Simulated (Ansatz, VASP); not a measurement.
One calculation of Ca2C, two programs

```
CELL_PARAMETERS angstrom
0.00000 3.12858 3.12858
3.12858 0.00000 3.12858
3.12858 3.12858 0.00000
ATOMIC_POSITIONS crystal
C 0.00000 0.00000 0.00000
Ca 0.25000 0.25000 0.25000
Ca 0.75000 0.75000 0.75000
```

The cell was built by a generator and needn't be a form met in nature.

Alike in both runs: task single point; functional HSE06; k mesh 4 × 4 × 4; no spin polarisation.

```csv
,VASP,Ansatz
version,VASP 6.6.1,Ansatz 0.2.0
potentials or method,"VASP PAW PBE potentials, release 64 (C, Ca_sv)","plane waves, PAW"
plane-wave cutoff (eV),520,420
occupations,"gaussian, width 0.01 eV",fixed
valence electrons in the cell,24,24
```

```csv
,VASP,Ansatz,Ansatz less VASP
gap on the k mesh at the Fermi level (eV),0.82,0.83,+0.007
pressure (GPa),0.6,0.3,-0.24
```

Ansatz warned: «stress_exchange_threshold_loose».

Caveats: the k mesh is coarse (spacing up to 0.43 Å⁻¹), so the values aren't converged, least of all with exact exchange; the PAW data sets were made with another functional, which shifts forces and pressure a little (VASP). A k mesh can miss the band edges.
